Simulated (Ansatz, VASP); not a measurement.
# Be72H143 (V_H1): VASP beside Ansatz

Wanted: the spread between two codes on one cell, functional and k mesh. The cell is taken from a series of runs on this material, whose earlier steps may have relaxed, scaled, displaced or heated it; both programs get it as it stands.

Main program and level: Ansatz 0.2.0; plane waves, with VASP 6.6.1 beside it; PBEsol.

## Step 1: The starting structure

The cell holds 215 atoms: 72 Be and 143 H. Its edges and angles: a = 11.980 Å, b = 12.225 Å, c = 12.225 Å, α = 76.1°, β = 70.9°, γ = 70.9°. It derives from BeH2 (BeH2 (Ibam)). Nearest the centre at fractional (0.610, 0.532, 0.378): Be27 at 2.02 Å, Be37 at 2.04 Å, H146 at 2.15 Å, H126 at 2.27 Å, H174 at 2.27 Å, H155 at 2.38 Å, H136 at 2.40 Å, H173 at 2.48 Å.

## Step 2: Ansatz: single point, PBEsol

Ansatz runs on its default PAW (the set named soft_2) files.

A single point takes one fixed geometry, so differences don't come from the geometry; what else differs is listed under the comparison.

Contents of input.yaml:

```yaml
crystal:
  lattice:
    - [11.97997845, 0.0, 0.0]
    - [3.99332615, -8.75735955, 7.53777216]
    - [3.99332615, -8.75735955, -7.53777216]
  atoms:
    - { symbol: Be, position: [0.16925557817, 0.12308153075, 0.37379623794] }
    - { symbol: Be, position: [0.16716256245, 0.37404951676, 0.12519248478] }
    - { symbol: Be, position: [0.25911863217, 0.41627003738, 0.41737753744] }
    - { symbol: Be, position: [0.18413093969, 0.16506749775, 0.1659999333] }
    - { symbol: Be, position: [0.14955452409, 0.33299666198, 0.33421436478] }
    - { symbol: Be, position: [0.07247432275, 0.08340759919, 0.08412380494] }
    - { symbol: H, position: [0.21723434349, 0.37050592237, 0.21834909597] }
    - { symbol: H, position: [0.21735463648, 0.21667353894, 0.37238002712] }
    - { symbol: H, position: [0.05705411628, 0.46685791291, 0.12219977861] }
    - { symbol: H, position: [0.27717918484, 0.3768819022, 0.03194166904] }
    - { symbol: H, position: [0.307388973, 0.15852623822, 0.1621514902] }
    - { symbol: H, position: [0.1447879571, 0.40915877578, 0.41027390729] }
    - { symbol: H, position: [0.02569957624, 0.33908562773, 0.34078140376] }
    - { symbol: H, position: [0.18814244599, 0.0893064963, 0.09035296407] }
    - { symbol: H, position: [0.06071738808, 0.11569775083, 0.46717060326] }
    - { symbol: H, position: [0.28006900104, 0.02739398125, 0.3744058563] }
    - { symbol: H, position: [0.11691977192, 0.28114608383, 0.12891468121] }
    - { symbol: H, position: [0.1174994516, 0.12675890623, 0.28220721868] }
    - { symbol: Be, position: [0.16662585393, 0.12505936441, 0.8753434335] }
    - { symbol: Be, position: [0.1656792802, 0.37447415284, 0.62612858547] }
    - { symbol: Be, position: [0.26171777891, 0.41614153915, 0.91605078993] }
    - { symbol: Be, position: [0.18292635401, 0.16529167984, 0.66698465171] }
    - { symbol: Be, position: [0.14994925707, 0.33410318608, 0.83413345246] }
    - { symbol: Be, position: [0.0726466326, 0.08237908636, 0.58441868791] }
    - { symbol: H, position: [0.21730986373, 0.37124683962, 0.71776590017] }
    - { symbol: H, position: [0.21698330773, 0.21789331652, 0.87161337543] }
    - { symbol: H, position: [0.05568242336, 0.46713220067, 0.62217518173] }
    - { symbol: H, position: [0.27560360711, 0.37834775259, 0.53256539221] }
    - { symbol: H, position: [0.3065563132, 0.15914897965, 0.66182615749] }
    - { symbol: H, position: [0.14646457082, 0.40986145139, 0.9095883528] }
    - { symbol: H, position: [0.02652165745, 0.34077558181, 0.83905181833] }
    - { symbol: H, position: [0.18780307864, 0.08936208357, 0.59070369558] }
    - { symbol: H, position: [0.05681259617, 0.12188162706, 0.96844191415] }
    - { symbol: H, position: [0.27667640172, 0.03225405012, 0.87920846942] }
    - { symbol: H, position: [0.11648130544, 0.2813169853, 0.62848834935] }
    - { symbol: H, position: [0.11608789142, 0.12752148562, 0.78294753068] }
    - { symbol: Be, position: [0.16503878109, 0.62393840376, 0.37476522769] }
    - { symbol: Be, position: [0.16752930418, 0.87420322202, 0.12503278457] }
    - { symbol: Be, position: [0.26046738078, 0.91369383345, 0.41944676615] }
    - { symbol: Be, position: [0.18260285773, 0.66543561939, 0.16589685667] }
    - { symbol: Be, position: [0.14917565632, 0.83247636483, 0.33326716785] }
    - { symbol: Be, position: [0.07068498723, 0.58341095835, 0.0847642849] }
    - { symbol: H, position: [0.21792053972, 0.87063506005, 0.21838183167] }
    - { symbol: H, position: [0.21642967715, 0.71628440831, 0.37060679378] }
    - { symbol: H, position: [0.05774821751, 0.96729042253, 0.12205689685] }
    - { symbol: H, position: [0.27772265501, 0.87716104707, 0.03240407969] }
    - { symbol: H, position: [0.30621262627, 0.65899530331, 0.16043990593] }
    - { symbol: H, position: [0.14811906888, 0.90464747217, 0.41094439421] }
    - { symbol: H, position: [0.02534768416, 0.84096285452, 0.33928128693] }
    - { symbol: H, position: [0.1863753975, 0.59013959823, 0.08999448005] }
    - { symbol: H, position: [0.05603733043, 0.62137284157, 0.46869698308] }
    - { symbol: H, position: [0.2758343107, 0.53156817476, 0.37804707095] }
    - { symbol: H, position: [0.11609642918, 0.78203715254, 0.12910282663] }
    - { symbol: H, position: [0.1152044339, 0.62741662027, 0.28195093026] }
    - { symbol: Be, position: [0.16529320598, 0.62505618919, 0.87648341672] }
    - { symbol: Be, position: [0.16686068876, 0.87327553495, 0.6280061451] }
    - { symbol: Be, position: [0.26234760904, 0.91596557566, 0.91640397298] }
    - { symbol: Be, position: [0.18252434273, 0.66402119003, 0.66876472894] }
    - { symbol: Be, position: [0.15018434713, 0.83351231827, 0.83553090493] }
    - { symbol: Be, position: [0.07043956507, 0.58326733504, 0.58515249203] }
    - { symbol: H, position: [0.21854466779, 0.86994253911, 0.71931150127] }
    - { symbol: H, position: [0.2162499436, 0.71725766795, 0.87345714883] }
[... 49 lines left out ...]
    - { symbol: Be, position: [0.59852594464, 0.92037316292, 0.41737978821] }
    - { symbol: Be, position: [0.51708270989, 0.66699190062, 0.16578615451] }
    - { symbol: Be, position: [0.4949320435, 0.83992224028, 0.33163646318] }
    - { symbol: Be, position: [0.40386703048, 0.58439450944, 0.08382217322] }
    - { symbol: H, position: [0.55469767378, 0.87427840915, 0.21378548609] }
    - { symbol: H, position: [0.55023186024, 0.7191034858, 0.37126311097] }
    - { symbol: H, position: [0.39092479803, 0.96754544958, 0.12304010868] }
    - { symbol: H, position: [0.6119511086, 0.8786241175, 0.03064100316] }
    - { symbol: H, position: [0.64077633839, 0.65831192204, 0.16083164673] }
    - { symbol: H, position: [0.482397903, 0.9177763927, 0.4078851067] }
    - { symbol: H, position: [0.36834409012, 0.83105471589, 0.3463664425] }
    - { symbol: H, position: [0.51851921697, 0.58964714197, 0.09327306968] }
    - { symbol: H, position: [0.3771497929, 0.63279829705, 0.47250916995] }
    - { symbol: H, position: [0.45069361887, 0.78321668659, 0.12849296396] }
    - { symbol: H, position: [0.45177477605, 0.62766313194, 0.28324226555] }
    - { symbol: Be, position: [0.50024073763, 0.62601345089, 0.87375174975] }
    - { symbol: Be, position: [0.50037662704, 0.87542609763, 0.62531383384] }
    - { symbol: Be, position: [0.5961861137, 0.91689681152, 0.91480704359] }
    - { symbol: Be, position: [0.51673241136, 0.66640916833, 0.66478274143] }
    - { symbol: Be, position: [0.48334198757, 0.83471605547, 0.83427631139] }
    - { symbol: Be, position: [0.40340140009, 0.58583075761, 0.58425873322] }
    - { symbol: H, position: [0.549969205, 0.87278721044, 0.71801375956] }
    - { symbol: H, position: [0.5506920903, 0.71848320947, 0.87089875475] }
    - { symbol: H, position: [0.39051208997, 0.96785540715, 0.61913150714] }
    - { symbol: H, position: [0.61139643062, 0.87908485397, 0.53317023944] }
    - { symbol: H, position: [0.64031323634, 0.65993350358, 0.65849043873] }
    - { symbol: H, position: [0.48031341855, 0.91024435209, 0.910040732] }
    - { symbol: H, position: [0.35985591067, 0.84087556078, 0.84003102724] }
    - { symbol: H, position: [0.5199041853, 0.59207561832, 0.58705657015] }
    - { symbol: H, position: [0.39058368521, 0.62247659271, 0.96733691502] }
    - { symbol: H, position: [0.61068836847, 0.53350260144, 0.87632680992] }
    - { symbol: H, position: [0.45086763171, 0.78291504317, 0.62611842074] }
    - { symbol: H, position: [0.44944858879, 0.62958685105, 0.78106316343] }
    - { symbol: Be, position: [0.8340758925, 0.12519344901, 0.37445011886] }
    - { symbol: Be, position: [0.83494620603, 0.37432079179, 0.12386995816] }
    - { symbol: Be, position: [0.92788642709, 0.41612559807, 0.4154314162] }
    - { symbol: Be, position: [0.85179156184, 0.16539471921, 0.16502775779] }
    - { symbol: Be, position: [0.81896572787, 0.33417793141, 0.33200457765] }
    - { symbol: Be, position: [0.73970153757, 0.08416698307, 0.08310144222] }
    - { symbol: H, position: [0.88682992709, 0.37010207216, 0.21600854251] }
    - { symbol: H, position: [0.88343444812, 0.21812302235, 0.37190842658] }
    - { symbol: H, position: [0.72456551581, 0.46704523227, 0.12144903311] }
    - { symbol: H, position: [0.94455490723, 0.37770443599, 0.03087624496] }
    - { symbol: H, position: [0.97509029877, 0.15848776876, 0.16064175338] }
    - { symbol: H, position: [0.81231568737, 0.41090407644, 0.40782817534] }
    - { symbol: H, position: [0.69604871571, 0.34971162504, 0.32727757141] }
    - { symbol: H, position: [0.85520785516, 0.08948839768, 0.08981952107] }
    - { symbol: H, position: [0.72257644743, 0.12577072112, 0.46819764408] }
    - { symbol: H, position: [0.942916908, 0.03205067495, 0.38085631096] }
    - { symbol: H, position: [0.78463381262, 0.28145794532, 0.1275347808] }
    - { symbol: H, position: [0.78426397017, 0.12811576944, 0.2816078054] }
    - { symbol: Be, position: [0.83404649494, 0.1253337495, 0.87432459381] }
    - { symbol: Be, position: [0.83274822535, 0.37481366675, 0.62489949781] }
    - { symbol: Be, position: [0.92902561571, 0.41623739138, 0.91505976209] }
    - { symbol: Be, position: [0.85042416789, 0.16571635033, 0.66558985577] }
    - { symbol: Be, position: [0.81723905899, 0.33435730909, 0.83315896553] }
    - { symbol: Be, position: [0.73744608808, 0.08391389029, 0.58507721313] }
    - { symbol: H, position: [0.88397788453, 0.37168077735, 0.71679801219] }
    - { symbol: H, position: [0.88417948255, 0.21817617321, 0.87076517472] }
    - { symbol: H, position: [0.72248347902, 0.46755614067, 0.62148594449] }
    - { symbol: H, position: [0.94220690649, 0.37861792892, 0.53154076139] }
    - { symbol: H, position: [0.97453972027, 0.15993271281, 0.65755659524] }
    - { symbol: H, position: [0.81352543901, 0.4099949938, 0.90890605077] }
    - { symbol: H, position: [0.69355162651, 0.34069310573, 0.83878603558] }
    - { symbol: H, position: [0.85307963903, 0.09009611944, 0.59027480187] }
    - { symbol: H, position: [0.72395691465, 0.12223466188, 0.9674378727] }
    - { symbol: H, position: [0.94386201639, 0.03238084547, 0.87813818959] }
    - { symbol: H, position: [0.7830332082, 0.28171416099, 0.62779832062] }
    - { symbol: H, position: [0.78379069083, 0.1280167953, 0.78176603288] }
    - { symbol: Be, position: [0.83231055644, 0.62497182952, 0.37440543421] }
    - { symbol: Be, position: [0.83426891724, 0.8747952456, 0.12433668821] }
    - { symbol: Be, position: [0.92836905668, 0.91572843491, 0.4165175947] }
    - { symbol: Be, position: [0.84977999075, 0.66585414802, 0.16582660752] }
    - { symbol: Be, position: [0.81706167127, 0.83454751795, 0.33331179684] }
    - { symbol: Be, position: [0.73836637918, 0.58355595507, 0.08397101119] }
    - { symbol: H, position: [0.88430631744, 0.87146334449, 0.21736168982] }
    - { symbol: H, position: [0.88114957276, 0.71820860057, 0.37297649114] }
    - { symbol: H, position: [0.72441325186, 0.96824427457, 0.12149998079] }
    - { symbol: H, position: [0.94420871117, 0.87794140114, 0.0316247561] }
    - { symbol: H, position: [0.97329041965, 0.65862081208, 0.16126250786] }
    - { symbol: H, position: [0.81295617989, 0.91054257448, 0.40908945886] }
    - { symbol: H, position: [0.69161702678, 0.84468314553, 0.33891855384] }
    - { symbol: H, position: [0.85355863214, 0.59002587671, 0.09035601555] }
    - { symbol: H, position: [0.7225354387, 0.62069606253, 0.46735025364] }
    - { symbol: H, position: [0.94268236785, 0.53223202427, 0.37683816667] }
    - { symbol: H, position: [0.78337764066, 0.78232319409, 0.12803039926] }
    - { symbol: H, position: [0.78102106363, 0.62967231799, 0.28198232034] }
    - { symbol: Be, position: [0.83285696183, 0.62530485929, 0.87471655062] }
    - { symbol: Be, position: [0.83354980513, 0.87416314851, 0.62509320046] }
    - { symbol: Be, position: [0.92921636675, 0.91619827113, 0.91553849486] }
    - { symbol: Be, position: [0.84926935779, 0.66547121684, 0.66613723748] }
    - { symbol: Be, position: [0.81697044598, 0.83438110359, 0.83364419727] }
    - { symbol: Be, position: [0.73776917834, 0.58354775451, 0.58349557014] }
    - { symbol: H, position: [0.88365498369, 0.87226780402, 0.71736395884] }
    - { symbol: H, position: [0.88324877839, 0.71805288557, 0.87128394052] }
    - { symbol: H, position: [0.72395413352, 0.96746011865, 0.61925053994] }
    - { symbol: H, position: [0.94379311346, 0.87647811638, 0.53207842971] }
    - { symbol: H, position: [0.97290435707, 0.65939656574, 0.66021734165] }
    - { symbol: H, position: [0.8137881809, 0.90999288359, 0.90920187018] }
    - { symbol: H, position: [0.69321010513, 0.84139740209, 0.83897908822] }
    - { symbol: H, position: [0.85290523966, 0.59016350105, 0.58992088702] }
    - { symbol: H, position: [0.7229089509, 0.62208212731, 0.9681636823] }
    - { symbol: H, position: [0.94300259605, 0.53261660051, 0.87819928794] }
    - { symbol: H, position: [0.7826466283, 0.78191985136, 0.62854184021] }
    - { symbol: H, position: [0.782139001, 0.62828902858, 0.78232487017] }
  host:
    repeats: [3, 2, 2]
    atoms:
      - { symbol: Be, position: [0.5, 0.25, 0.75] }
      - { symbol: Be, position: [0.5, 0.75, 0.25] }
      # ... 16 more atoms of the perfect host
basis:
  ecutwfc: 420
  xc_grid: 2
hamiltonian:
  xc: pbesol
kpoints:
  mp_grid: { grid: [1, 1, 1] }
magnetization:
  spin_polarized: true
  initial_magnetization: 1
  spin_locking: { lock_magnetization: hard }
scf:
  occupations: { method: fermi_dirac, width: 0.01 }
  max_iter: 100
output:
  forces: true
  charged_corrections:
    epsilon: [3.63, 3.74, 3.59]
    static_epsilon: [4.37, 5.16, 5.26]
    defect_position: [0.610062, 0.532222, 0.378227]
checkpoint:
  read: "../q0_M1.relax_smeared.run"
  write: "../cc1.q0_M1.l0.67.run"
  compress: false
  write_wavefunctions: false
  write_every: 100000
```

Launch:

```bash
$ ansatz run input.yaml --threads 4 --pin off --max-ram 7536MiB --backend cpu --events-out ev --progress --plain --runs-dir out
```

Numbers of over 12 decimals in the logs are rounded to 6 here.

Log:

```text
Warning: checkpoint.read: the run can stay near the saved state's solution: 215 site(s) moved relative to the saved geometry (max |Δs| = 5.131e-2 fractional); the SCF starts from the saved state under `checkpoint.density_extrapolation: transplant`, in force with no word given; its orbitals are not used off its sites. A run without `checkpoint.read` takes nothing of the state. A lower free energy from it at the same positions (and U, V and field ramp, if any), with starting moments typed, shows a solution that this start missed, and an equal or higher one rules none out (checkpoint.read, Limitations, in the input reference)
Engine: ansatz 0.2.0, x86_64-unknown-linux-gnu
Pseudopotentials: kind: paw
Pseudopotential: Be, paw, valence charge 2, recommended cutoff 420 eV (normal), Be.paw.azcp
Pseudopotential: H, paw, valence charge 1, recommended cutoff 420 eV (normal), H.paw.azcp
Functional definition: PBEsol
  exchange = pbesol_x
  correlation = pbesol_c
Crystal: 215 atoms, lattice volume = 1581.620 Å³
Basis set: ecut = 420 eV, 30935 PW (Γ), exchange–correlation on 162×180×180 points (8 copies of the dense FFT grid, shifted against one another)
Bands: 359, of which v1, the nominal top of the filled ones, is band 144 counted from 1 (143 counted from 0)
Symmetry: 1 space group operations
Space group: P1 (ITA 1), of the structure as read, at distance tolerance 1.2e-4 Å
Magnetic group: BNS 1.1 (UNI 1), of the structure as read, at distance tolerance 1.2e-4 Å
k-points: 1
Non-local potential: Be, projectors of the file, l = 0: 2, l = 1: 2, l = 2: 1
Non-local potential: H, projectors of the file, l = 0: 2, l = 1: 1
PAW form: soft (Blöchl's): semilocal exchange-correlation on the pseudo side does not see the compensation charge
PAW frozen core: Be, regenerated for the run's functional, and the local potential with it (the file was generated under x = pbe(κ = 0.804, μ = 0.219515), c = pbe(β = 0.066725))
PAW one-centre angular grid: Be, 110 points (default); XC on 64 Gauss nodes
PAW one-centre angular grid: H, 110 points (default); XC on 64 Gauss nodes
Initial density: read from a saved state, or passed on in memory by an earlier SCF of this step, an earlier step, the calling program or the single point that the run made first, carried with its atoms to this geometry
Starting moments: Σ|m| = 1 μB on 215 of 215 sites; this step starts from the density that it was given
Initial wavefunctions: pseudopotential atomic-orbital guess
Functional: x = pbesol(κ = 0.804, μ = 0.123457), c = pbesol(β = 0.046)
iter 1 solved again at ethr=4.32e-4 eV; its pass at ethr=3.10e-3 eV (dr2=1.24e0 eV) is discarded
SCF iter   1: F=—  HF=-8747.436518 eV  |F-HF|=—  |Δ(HF+E_count)|=         —  Δρ=5.28e-3 (↑5.04e-3 ↓5.28e-3)  dr2=1.26e0  dr2_m=5.38e-2  M=1.000 μB ∫|m|=1.077 μB  β_m=0.30  ethr=4.32e-4  ⟨swp⟩=6.0  Hψ=6304  notcnv=0
preconditioner: auto → Resta (q_TF=auto, 2.053 Å⁻¹)  ε∞=2.7  [insulator: Δε(μ)=0.702 eV  Ē_g=11.965 eV  σ=0.010 eV  W_gap=1.00  n_scr=228 (ndim 8)  ℏωp=15.8 eV  f_vac=0.000  D(μ)=0.00/eV (n_scr^D=0)  ε∞_Penn≈2.7]
spin=Collinear: Resta preconditioning applied to the charge; magnetization (m = ρ↑ − ρ↓) channel mixes plain (no charge-response kernel on spin).
SCF iter   2: F=—  HF=-8747.354723 eV  |F-HF|=—  |Δ(HF+E_count)|=   8.18e-2  Δρ=3.69e-3 (↑3.53e-3 ↓3.69e-3)  dr2=5.76e-1  dr2_m=2.72e-2  M=1.000 μB ∫|m|=1.085 μB  β_m=0.62  ethr=4.32e-4  ⟨swp⟩=2.0  Hψ=989  notcnv=0
SCF iter   3: F=—  HF=-8747.448535 eV  |F-HF|=—  |Δ(HF+E_count)|=   9.38e-2  Δρ=3.19e-4 (↑3.19e-4 ↓2.94e-4)  dr2=4.26e-3  dr2_m=4.90e-4  M=1.000 μB ∫|m|=1.105 μB  β_m=0.69  ethr=2.01e-4  ⟨swp⟩=3.0  Hψ=1447  notcnv=0  defer=16
SCF iter   4: F=—  HF=-8747.450052 eV  |F-HF|=—  |Δ(HF+E_count)|=   1.52e-3  Δρ=1.04e-4 (↑1.04e-4 ↓8.35e-5)  dr2=4.14e-4  dr2_m=5.29e-5  M=1.000 μB ∫|m|=1.111 μB  β_m=0.79  ethr=1.49e-6  ⟨swp⟩=4.0  Hψ=1187  notcnv=0  defer=206
SCF iter   5: F=—  HF=-8747.450442 eV  |F-HF|=—  |Δ(HF+E_count)|=   3.90e-4  Δρ=2.51e-5 (↑2.51e-5 ↓1.95e-5)  dr2=3.38e-5  dr2_m=2.62e-6  M=1.000 μB ∫|m|=1.115 μB  β_m=0.90  ethr=1.44e-7  ⟨swp⟩=2.0  Hψ=997  notcnv=0  defer=206
SCF iter   6: F=—  HF=-8747.450214 eV  |F-HF|=—  |Δ(HF+E_count)|=   2.28e-4  Δρ=4.49e-6 (↑4.04e-6 ↓4.49e-6)  dr2=1.81e-6  dr2_m=6.59e-8  M=1.000 μB ∫|m|=1.116 μB  β_m=0.92  ethr=1.18e-8  ⟨swp⟩=2.0  Hψ=992  notcnv=0  defer=206
SCF iter   7: F=—  HF=-8747.450215 eV  |F-HF|=—  |Δ(HF+E_count)|=   1.28e-6  Δρ=1.03e-6 (↑1.03e-6 ↓9.88e-7)  dr2=9.00e-8  dr2_m=2.61e-9  M=1.000 μB ∫|m|=1.116 μB  β_m=0.93  ethr=3.48e-11  ⟨swp⟩=8.0  Hψ=3705  notcnv=0
SCF iter   8: F=—  HF=-8747.450215 eV  |F-HF|=—  |Δ(HF+E_count)|=   7.24e-8  Δρ=3.73e-7 (↑3.73e-7 ↓2.69e-7)  dr2=1.34e-8  dr2_m=6.10e-10  M=1.000 μB ∫|m|=1.116 μB  β_m=0.96  ethr=3.14e-11  ⟨swp⟩=3.5  Hψ=1775  notcnv=0
[...]
atom 178  H      0.01038398    -0.00777036    -0.01171419
  atom 179  H      0.01120687    -0.01164055    -0.01259163
  atom 180  Be    -0.04577452     0.00334365    -0.02252025
  atom 181  Be    -0.01520257    -0.01982510    -0.01936258
  atom 182  Be     0.00579088     0.00133719     0.04342093
  atom 183  Be    -0.02611170    -0.02278865    -0.03377637
  atom 184  Be    -0.03875636    -0.04071565    -0.01044077
  atom 185  Be    -0.03065054    -0.06009064    -0.05534710
  atom 186  H      0.00443763     0.01313895     0.01252242
  atom 187  H      0.01181049     0.00313641     0.00561334
  atom 188  H      0.00971188     0.01209225     0.00308778
  atom 189  H      0.00056140     0.00976567     0.01169420
  atom 190  H      0.01218398     0.01431179     0.00543953
  atom 191  H      0.01760972     0.01248650    -0.00059424
  atom 192  H      0.06092742     0.02151992    -0.01000861
  atom 193  H      0.01189114     0.00661621     0.01180879
  atom 194  H      0.02192945    -0.01023700    -0.00897646
  atom 195  H      0.01578092    -0.00798736    -0.00203812
  atom 196  H      0.01513468     0.00249181     0.01406561
  atom 197  H      0.00559957     0.01036091     0.01792866
  atom 198  Be    -0.01582853    -0.00983941    -0.00980243
  atom 199  Be    -0.01686680    -0.00591613     0.03485654
  atom 200  Be     0.00315840    -0.00012919    -0.00681225
  atom 201  Be    -0.00196019     0.01755779     0.01169928
[...]
atom 208  H     -0.01245707    -0.00726819    -0.00302178
  atom 209  H      0.00591829     0.00281415    -0.00017902
  atom 210  H      0.01082876     0.00389113     0.00026045
  atom 211  H      0.01933987    -0.02028001    -0.00582156
  atom 212  H      0.01818766     0.02115303     0.02507552
  atom 213  H     -0.00106494     0.00461541     0.00202111
  atom 214  H      0.00492140    -0.00060123    -0.01190111
  atom 215  H      0.00756213    -0.00376016    -0.00329941
  max |Σ_I F_I| component: 7.51e-6 eV/Å
--- Band table (eV) ---
  k-point 0 ↑: bands = [... 140 lower, -1.0660, -1.0398, -1.0125, 3.3027, 3.8761, 4.2350, 4.3146, 4.3785, ... 211 higher]
  k-point 0 ↓: bands = [... 140 lower, -1.0606, -1.0315, -1.0075, 3.9039, 3.9121, 4.3259, 4.3339, 4.4099, ... 211 higher]
```

(Part 1 of 2 ends here.)

[Lines on the potential files, build, host, timing and source positions are cut from VASP's logs without a mark.]

[Logs are printed without paths, hosts, clocks, repeated set-up lines and the standing remarks that a program may print on its own settings, such as how far it seeks lower states.]

[Hosts, paths, dates, database ids (printed as entryN), source tags and the programs' standing remarks are cut or masked in the printed files.]
